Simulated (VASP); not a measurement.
Calculation: PBE GGA, VASP's PBE PAW potentials (set 64) (plane waves; VASP).

A VASP calculation is set up with these files.

KPOINTS:
```
Regular mesh
0
G
 6 6 3
0 0 0
```

**POSCAR**
```
Re
2.81520
  0.5000000000  -0.8660255044   0.0000000000
  0.5000000000   0.8660255044   0.0000000000
  0.0000000000   0.0000000000   1.6159420290
Re
2
Cart
  0.5000000000   0.2886757455   0.4039855072
  0.5000000000  -0.2886757455   1.2119565217
```

**INCAR**
```
EDIFF = 1E-6   # SCF stop (eV)
LASPH = T   # aspherical one-centre terms
ISIF = 2
NELM = 100
SIGMA = 0.1
LMAXMIX = 6   # l cut-off of mixed one-centre charges
PREC = Accurate
ISMEAR = 1   # Methfessel-Paxton
LREAL = F
ALGO = Normal
LCHARG = F
SYSTEM = Re
GGA = PE   # PBE
LWAVE = F
ENCUT = 400
```

POTCAR, in this order: Re (PBE.64 set). Program: vasp_std.

What VASP printed:

### OSZICAR
```
       N       E                     dE             d eps       ncg     rms          rms(c)
DAV:   1     0.189297759216E+02    0.18930E+02   -0.59120E+03   595   0.138E+03
DAV:   2    -0.211385366966E+02   -0.40068E+02   -0.33904E+02   510   0.333E+02
DAV:   3    -0.260552877530E+02   -0.49168E+01   -0.43065E+01   562   0.185E+02
DAV:   4    -0.262797564680E+02   -0.22447E+00   -0.19022E+00   565   0.178E+01
DAV:   5    -0.262958512060E+02   -0.16095E-01   -0.13657E-01   592   0.311E+00    0.382E+01
DAV:   6    -0.251735987394E+02    0.11223E+01   -0.12459E+00   589   0.345E+01    0.143E+01
DAV:   7    -0.248237347741E+02    0.34986E+00   -0.76096E-01   605   0.259E+01    0.933E-01
DAV:   8    -0.248069314059E+02    0.16803E-01   -0.17877E-02   604   0.251E+00    0.413E-01
DAV:   9    -0.248064122794E+02    0.51913E-03   -0.42687E-04   573   0.191E-01    0.389E-02
DAV:  10    -0.248064302323E+02   -0.17953E-04   -0.31816E-05   543   0.689E-02    0.626E-03
DAV:  11    -0.248064300936E+02    0.13871E-06   -0.17961E-07   304   0.161E-02
   1 F= -.24806430E+02 E0= -.24803939E+02  d E =-.747478E-02
```

### OUTCAR
```
------------------------ aborting loop because EDIFF is reached ----------------------------------------
  FORCE on cell =-STRESS in cart. coord.  units (eV):
  Direction    XX          YY          ZZ          XY          YZ          ZX
  --------------------------------------------------------------------------------------
  Total       -2.5173209     -2.5173215     -3.7629152      0.0000000      0.0000000      0.0000000
  in kB     -129.1709766   -129.1710066   -193.0860054      0.0000000      0.0000000      0.0000000
  external PRESSURE =    -150.4759962 kB  Pullay stress =       0.0000000 kB
  volume of cell :       31.22
      direct lattice vectors                 reciprocal lattice vectors
     1.407600000 -2.438035000  0.000000000     0.355214550 -0.205083192  0.000000000
     1.407600000  2.438035000  0.000000000     0.355214550  0.205083192  0.000000000
     0.000000000  0.000000000  4.549200000     0.000000000  0.000000000  0.219818869
 POSITION                                       TOTAL-FORCE (eV/Angst)
 -----------------------------------------------------------------------------------
      1.40760      0.81268      1.13730         0.000000     -0.000000      0.000000
      1.40760     -0.81268      3.41190        -0.000000      0.000000      0.000000
 -----------------------------------------------------------------------------------
    total drift:                               -0.000000      0.000013     -0.000014
  FREE ENERGIE OF THE ION-ELECTRON SYSTEM (eV)
  ---------------------------------------------------
  free  energy   TOTEN  =       -24.8064300936 eV

  energy  without entropy=      -24.7989553153  energy(sigma->0) =      -24.80393850
```
(Selected blocks of OUTCAR.)

### OUTCAR
```
 val. band max:        6.9844051902   @ k =   0.3333   0.3333   0.3333

 cond. band min:       6.9932478831   @ k =   0.3333   0.1667   0.3333


 Fermi energy:         6.9857545584

 k-point     1 :       0.0000    0.0000    0.0000
  band No.  band energies     occupation
      1      -2.2861      2.00000
      2       0.9680      2.00000
      3       5.7258      2.00000
      4       5.7258      2.00000
      5       5.7353      2.00000
      6       6.4828      2.00000
      7       6.4828      2.00000
      8       7.3685     -0.00000
      9       7.3686     -0.00000
     10       7.6859     -0.00000
     11      10.2724      0.00000

 k-point     2 :       0.1667    0.0000    0.0000
  band No.  band energies     occupation
      1      -1.2752      2.00000
      2       1.8408      2.00000
      3       4.6121      2.00000
      4       5.3148      2.00000
      5       5.8303      2.00000
      6       6.6651      2.00006
      7       6.7255      2.00145
      8       6.8203      2.04109
      9       6.9804      1.09008
     10       7.3622     -0.00000
     11      10.6577      0.00000

 k-point     3 :       0.3333    0.0000    0.0000
  band No.  band energies     occupation
      1       0.8305      2.00000
      2       2.1600      2.00000
      3       3.1336      2.00000
      4       4.6521      2.00000
      5       5.7991      2.00000
      6       5.8502      2.00000
      7       6.2212      2.00000
      8       9.0668      0.00000
      9       9.0872      0.00000
     10       9.5661      0.00000
     11      11.0511      0.00000

 k-point     4 :       0.5000    0.0000    0.0000
  band No.  band energies     occupation
      1       1.6581      2.00000
      2       1.6763      2.00000
      3       2.3477      2.00000
      4       5.4253      2.00000
      5       5.4747      2.00000
      6       5.8958      2.00000
      7       6.6008      2.00000
      8      10.7773      0.00000
      9      11.1537      0.00000
...
```

Unless said otherwise, spin-orbit coupling is left out, though it shifts the bands of the heavy elements here.

The compound is Re in the hcp structure. The cell was not relaxed at this level. The k-mesh is coarse (spacing up to 0.46 per Å, 2π included), so the numbers may not be converged in it. The run is one of a series of settings (KPOINTS 6×6×3 Γ-centred mesh against the base run), some of them coarse on purpose.
